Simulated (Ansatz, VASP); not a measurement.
**One calculation of W6O, two programs**

The input INCAR:

```
PREC = Accurate
ENCUT = 520
EDIFF = 1E-7
ISMEAR = 0
SIGMA = 0.1
LREAL = F
LASPH = T
NELM = 60
ALGO = Normal
ISIF = 2
LWAVE = F
LCHARG = F
GGA = PE
NBANDS = 54
```

The input KPOINTS:

```
regular mesh
0
Gamma
  4 4 4
```

File POSCAR:

```
W6O
1.0
    0.0000000000      3.8969781500      3.8969781500
    3.8969781500      0.0000000000      3.8969781500
    3.8969781500      3.8969781500      0.0000000000
W O
6 1
Direct
    0.5000000000      0.5000000000      0.0000000000
    0.5000000000      0.0000000000      0.5000000000
    0.0000000000      0.0000000000      0.5000000000
    0.0000000000      0.5000000000      0.0000000000
    0.0000000000      0.5000000000      0.5000000000
    0.5000000000      0.0000000000      0.0000000000
    0.0000000000      0.0000000000      0.0000000000
```

Input for Ansatz:

```yaml
crystal:
  lattice:
    - [0.0, 3.89697815, 3.89697815]
    - [3.89697815, 0.0, 3.89697815]
    - [3.89697815, 3.89697815, 0.0]
  atoms:
    - { symbol: W, position: [0.5, 0.5, 0.0] }
    - { symbol: W, position: [0.5, 0.0, 0.5] }
    - { symbol: W, position: [0.0, 0.0, 0.5] }
    - { symbol: W, position: [0.0, 0.5, 0.0] }
    - { symbol: W, position: [0.0, 0.5, 0.5] }
    - { symbol: W, position: [0.5, 0.0, 0.0] }
    - { symbol: O, position: [0.0, 0.0, 0.0] }
basis:
  ecutwfc: 420
kpoints:
  mp_grid: { grid: [4, 4, 4] }
hamiltonian:
  xc: pbe
scf:
  occupations: { method: gaussian, width: 0.1 }
  lower_state_search: "off"
output:
  forces: true
  stress: true
  eigenvalues: true
```

Change from the starting cell: species swapped into the Zn6Mo type (Fm-3m, No. 225).

Alike in both runs: task single point; functional PBE; k mesh 4 × 4 × 4; occupations gaussian, width 0.1 eV; no spin polarisation.

|  | VASP | Ansatz |
| --- | --- | --- |
| version | VASP 6.6.1 | Ansatz 0.2.0 |
| potentials or method | VASP PAW PBE potentials, release 64 (W_sv, O) | scalar-relativistic, plane waves, PAW |
| plane-wave cutoff (eV) | 520 | 420 |
| valence electrons in the cell | 90 | 90 |

Ansatz gave:

```
gap on the k mesh at the Fermi level (eV) : none
pressure (GPa)                            : -4.1
```

Problem. Estimate VASP's values.

Solution. gap on the k mesh at the Fermi level (eV): none; pressure (GPa): -3.7.

A gap of «none» marks a metal or a gap that the smearing closes.

Spin-orbit coupling is left out, which matters for the levels of W.
